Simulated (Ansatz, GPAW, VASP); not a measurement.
**SnSe (Pnma, 8 atoms in the cell) computed with different codes at matched settings**

Self-consistent single point.

```yaml
crystal:
  lattice:
    - [11.92574, 0.00000, 0.00000]
    - [0.00000, 4.21868, 0.00000]
    - [0.00000, 0.00000, 4.80621]
  atoms:
    - { symbol: Sn, position: [0.61879, 0.75000, 0.37655] }
    - { symbol: Sn, position: [0.38121, 0.25000, 0.62345] }
    - { symbol: Sn, position: [0.88121, 0.25000, 0.87655] }
    - { symbol: Sn, position: [0.11879, 0.75000, 0.12345] }
    - { symbol: Se, position: [0.14855, 0.25000, 0.50918] }
    - { symbol: Se, position: [0.85145, 0.75000, 0.49082] }
    - { symbol: Se, position: [0.35145, 0.75000, 0.00918] }
    - { symbol: Se, position: [0.64855, 0.25000, 0.99082] }
```

Shared settings, as Ansatz (a quantum-chemistry and plane-wave program) writes them: kpoints.mp_grid.grid = 1 3 2; scf.occupations.method = fixed. Potentials and cutoffs stand in the table.

```tsv
code	model	pressure (GPa)	largest force (eV/Å)	gap on the mesh (eV)	cutoff
VASP	PBE, VASP's PBE PAW potentials (set 64)	-1.55	0.459	–	300 eV
Ansatz	PBE, default PAW files	-1.39	0.475	0.926	30.9 Ry
GPAW	PBE, GPAW PAW datasets PBE (gpaw-data 1.0.1)	-1.49	0.485	0.920	600 eV
```

Size of the force on each atom (eV/Å): Sizes of forces hide their directions.

| code | Sn1 | Sn2 | Sn3 | Sn4 | Se5 | Se6 | Se7 | Se8 |
|---|---|---|---|---|---|---|---|---|
| VASP | 0.459 | 0.459 | 0.459 | 0.459 | 0.335 | 0.335 | 0.335 | 0.335 |
| Ansatz | 0.475 | 0.475 | 0.475 | 0.475 | 0.343 | 0.343 | 0.343 | 0.343 |
| GPAW | 0.485 | 0.485 | 0.485 | 0.485 | 0.357 | 0.357 | 0.357 | 0.357 |

A dash marks a value that a program does not give, or that is left out as unsure.

No gap is tabulated for VASP: it is not read from that output, or partly filled or unconverged empty levels leave it unsure.

Gaps are read on the mesh. Another mesh or the band path gives a smaller gap, so these values are not converged in the mesh.

The spread over the programs that give each value: pressure within 0.16 GPa; largest force within 0.026 eV/Å; gap on the mesh within 0.006 eV.

Ansatz's pressure is given at a fixed set of plane waves, as the other plane-wave codes print theirs.

On the base mesh (1 3 3) the same programs gave: Ansatz pressure -1.33 GPa, gap on the mesh 0.781 eV; GPAW pressure -1.43 GPa, gap on the mesh 0.774 eV; VASP pressure -1.48 GPa.

The values differ from the base mesh's, so the mesh still matters here: the table compares the programs at equal settings.

VASP's run is marked for a possible Pulay error in its stress at this cutoff; no cutoff test was made.

VASP ran the fixed occupations as a Gaussian smearing of 0.01 eV.

The starting cell comes from a database of computed structures (which also holds hypothetical and non-ambient phases and stackings), without a prior relaxation at this level. Its lattice was rescaled by a random factor within 2.5 % of one.

Left out of this page: CP2K (on another mesh).

Keys are those of Ansatz 0.2.
